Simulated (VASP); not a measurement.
Given:

```
CELL_PARAMETERS angstrom
      6.72467     0.00000     0.00000
     -3.36233     5.82373     0.00000
      0.00000     0.00000     3.55816
ATOMIC_POSITIONS crystal
  Ge 0.66667 0.33333 0.00000
  Ge 0.33333 0.66667 0.00000
  Ge 0.00000 0.00000 0.50000
  Pt 0.62137 0.00000 0.50000
  Pt 0.37863 0.37863 0.50000
  Pt 0.00000 0.62137 0.50000
  Pt 0.00000 0.28280 0.00000
  Pt 0.28280 0.00000 0.00000
  Pt 0.71720 0.71720 0.00000
```

All values below come from r2SCAN meta-GGA, VASP's PBE PAW potentials (set 64) (plane waves; VASP 6.6.1). Run with 400 eV cut-off, 6×6×10 Γ-centred mesh, tetrahedra with Blöchl corrections, potentials Ge_d Pt.

Problem. Give the energies of bands 44 to 57 at the high-symmetry points, in eV from the Fermi level.

Solution. 
```csv
band,Γ,M,K,A,L,H
44,-2.00,-2.20,-2.32,-2.19,-2.05,-2.15
45,-1.62,-2.04,-2.22,-1.90,-1.97,-2.09
46,-1.55,-1.84,-1.20,-1.78,-1.57,-1.60
47,-1.49,-1.23,-1.20,-1.78,-1.44,-1.36
48,-1.49,-1.06,-1.19,-0.68,-1.36,-1.36
49,-1.37,-0.98,-0.91,-0.68,-1.34,-1.24
50,-1.37,-0.86,-0.91,0.12,-1.07,-1.18
51,-1.31,-0.33,-0.83,0.12,-1.02,-1.18
52,-0.99,0.44,1.32,0.96,1.15,1.78
53,0.31,1.29,1.53,1.05,1.55,1.78
54,2.46,1.39,1.53,1.61,2.42,1.91
55,5.20,3.49,4.01,1.61,2.69,2.17
56,5.43,3.57,4.01,1.86,2.90,2.67
57,5.43,4.20,4.02,1.86,3.50,2.67
```

It has no gap at this level: it comes out as a metal or semimetal.

The structure comes from a computed database's GePt2 entry (P-62m); how it stands against other phases isn't given here. It was relaxed first.
